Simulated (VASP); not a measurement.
An input for Quantum ESPRESSO's pw.x (written as the equivalent of a VASP run, and not itself run):

```
&CONTROL
  calculation = 'scf'
  pseudo_dir = './pseudo'
  outdir = './out'
  tprnfor = .true.
  tstress = .true.
/
&SYSTEM
  ibrav = 0
  nat = 3
  ntyp = 2
  ecutwfc = 74
  occupations = 'smearing'
  smearing = 'gaussian'
  degauss = 0.003675
  input_dft = 'pw91'
/
&ELECTRONS
  conv_thr = 7.3e-09
  electron_maxstep = 100
/
ATOMIC_SPECIES
  Li 6.940 Li.upf
  S 32.060 S.upf
CELL_PARAMETERS angstrom
     0.0000000    2.9121677    2.9121677
     2.9121677    0.0000000    2.9121677
     2.9121677    2.9121677    0.0000000
ATOMIC_POSITIONS crystal
  Li   0.2500000  0.2500000  0.2500000
  Li   0.7500000  0.7500000  0.7500000
  S    1.0000000  0.0000000  0.0000000
K_POINTS automatic
  7 7 7 0 0 0
```

**Question.** Write the VASP files for the same calculation (PW91).

**Answer.** Several could match; the one computed here: 
File KPOINTS:
```
Automatic mesh
0
G
 7 7 7
0 0 0
```

File POSCAR:
```
Li2S
1.0
  0.0000000000   2.9121677241   2.9121677241
  2.9121677241   0.0000000000   2.9121677241
  2.9121677241   2.9121677241   0.0000000000
Li S
2 1
Direct
  0.2500000000   0.2500000000   0.2500000000
  0.7500000000   0.7500000000   0.7500000000
  1.0000000000   0.0000000000   0.0000000000
```

### INCAR
```
SYSTEM = Li2S
PREC = Accurate
ENCUT = 520
EDIFF = 1E-7
NELM = 100
ALGO = Normal
LREAL = .FALSE.
LASPH = .TRUE.
ISMEAR = 0
SIGMA = 0.05
GGA = 91
LWAVE = .FALSE.
LCHARG = .FALSE.
ISIF = 2
```

POTCAR, in this order: Li_sv S (PBE.64 set). Program: vasp_std.

Limits of the translation: the potentials are each code's own (VASP's PAW set, PseudoDojo norm-conserving files in pw.x), so ENCUT and ecutwfc are chosen apart and not converted; conv_thr bounds pw.x's estimated SCF error, while EDIFF bounds the energy change between steps.

The compound is Li2S in the antifluorite structure. This cell is one point of a volume scan, at 1.06 of the reference volume.
